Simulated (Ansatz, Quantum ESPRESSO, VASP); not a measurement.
**One structure in several programs: MgF₂ (P4_2/mnm, 6 atoms in the cell)**

Self-consistent single point.

```xyz
6
Lattice="4.7327 0.0000 0.0000 0.0000 4.7327 0.0000 0.0000 0.0000 3.1244" Properties=species:S:1:pos:R:3 pbc="T T T"
Mg     0.0000     0.0000     0.0000
Mg     2.3664     2.3664     1.5622
F      1.4340     1.4340     0.0000
F      3.8004     0.9323     1.5622
F      0.9323     3.8004     1.5622
F      3.2987     3.2987     0.0000
```

Shared settings, as Ansatz (an electronic-structure program) writes them: kpoints.mp_grid.grid = 4 4 6; scf.occupations.method = fermi_dirac; scf.occupations.width = 0.02 eV. Potentials and cutoffs stand in the table.

| code | model | pressure (GPa) | largest force (eV/Å) | gap on the mesh (eV) | cutoff |
|---|---|---|---|---|---|
| Ansatz | LDA (PW92), default PAW files made with PBE | -11.05 | 0.149 | 6.321 | default |
| Quantum ESPRESSO | LDA (PZ), GBRV 1.5 ultrasoft (LDA) pseudopotentials | -10.43 | 0.145 | 6.296 | 40 Ry |
| VASP | LDA (PZ), VASP's LDA PAW potentials (set 64) | -21.64 | 0.124 | 6.307 | 400 eV |

Gaps are read on the mesh.

The spread over the programs that give each value: pressure within 11.21 GPa; largest force within 0.025 eV/Å; gap on the mesh within 0.025 eV.

Ansatz's pressure is given at a fixed set of plane waves, as the other plane-wave codes print theirs; with its correction for the finite basis it is -10.13 GPa (the shift of 0.92 GPa shows how far the cutoff is from converged). The same LDA comes in different parametrisations, which differ slightly. In the pressure, VASP (by 10.59) lies more than 1 GPa from the median of the plane-wave programs.

VASP's run is marked for a possible Pulay error in its stress at this cutoff; no cutoff test was made.

The starting cell has typed, rounded lattice constants, without a prior relaxation at this level. Its lattice was rescaled by a random factor within 2.5 % of one.

Left out of this page: ABINIT, GPAW, CP2K and SIESTA (not drawn, or without a comparable value).

Keys are those of Ansatz 0.2.
